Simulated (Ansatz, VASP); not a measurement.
# TaV in VASP and in Ansatz

Contents of INCAR:

```
SYSTEM = TaV
PREC = Accurate
ENCUT = 520
EDIFF = 1E-7
ISMEAR = -1
SIGMA = 0.05
LREAL = .FALSE.
LASPH = .TRUE.
NELM = 120
ALGO = Normal
ISIF = 2
LWAVE = .FALSE.
LCHARG = .FALSE.
ISPIN = 2
MAGMOM = 0 2
LORBIT = 11
LMAXMIX = 4
GGA = PE
NBANDS = 23
```

The input KPOINTS:

```
regular mesh
0
G
  10 10 6
  0 0 0
```

POSCAR

```
TaV
1.0
    1.6278432141     -2.3381439432      0.0000000000
    1.6278432141      2.3381439432      0.0000000000
    0.0000000000      0.0000000000      4.3984907225
Ta V
1 1
Direct
    0.0000000000      0.0000000000      0.0000000000
    0.5000000000      0.5000000000      0.5000000000
```

File input.yaml:

```yaml
crystal:
  lattice:
    - [1.6278432141, -2.3381439432, 0.0]
    - [1.6278432141, 2.3381439432, 0.0]
    - [0.0, 0.0, 4.3984907225]
  atoms:
    - { symbol: Ta, position: [0.0, 0.0, 0.0] }
    - { symbol: V, position: [0.5, 0.5, 0.5], spin: 2.0 }
hamiltonian:
  xc: pbe
  pseudopotentials: { kind: paw }
magnetization:
  spin_polarized: true
kpoints:
  mp_grid: { grid: [10, 10, 6] }
scf:
  occupations: { method: fermi_dirac, width: 0.05 }
output:
  forces: true
  stress: true
  eigenvalues: true
  write_density: true
  write_potential: true
  elf: true
  volumetric_format: npy
```

Change from the starting cell: volume scaled by 1.04.

Alike in both runs: task single point; functional PBE; k mesh 10 × 10 × 6; occupations fermi-dirac, width 0.05 eV; collinear spin, ferromagnetic start.

```csv
,VASP,Ansatz
version,VASP 6.6.1,Ansatz 0.2.0
potentials or method,"VASP PAW PBE potentials, release 64 (Ta_pv, V_sv)",Ansatz PAW
plane-wave cutoff (eV),520,420
valence electrons in the cell,24,26
```

VASP gave:

```
gap on the k mesh at the Fermi level (eV)       : none
pressure (GPa)                                  : -6.6
largest component of the traceless stress (GPa) : 0.71
net moment per atom (μB)                        : 0.00
```

Question: What did Ansatz give for the same quantities?

Answer: gap on the k mesh at the Fermi level (eV): none; pressure (GPa): -6.7; largest component of the traceless stress (GPa): 0.70; net moment per atom (μB): 0.00.

A gap of «none» marks a metal or a gap that the smearing closes. The two sets of potentials don't hold the same shells in valence.

Caveats: the starting moments weren't kept (Ansatz). Spin-orbit coupling is left out, which matters for the levels of Ta.
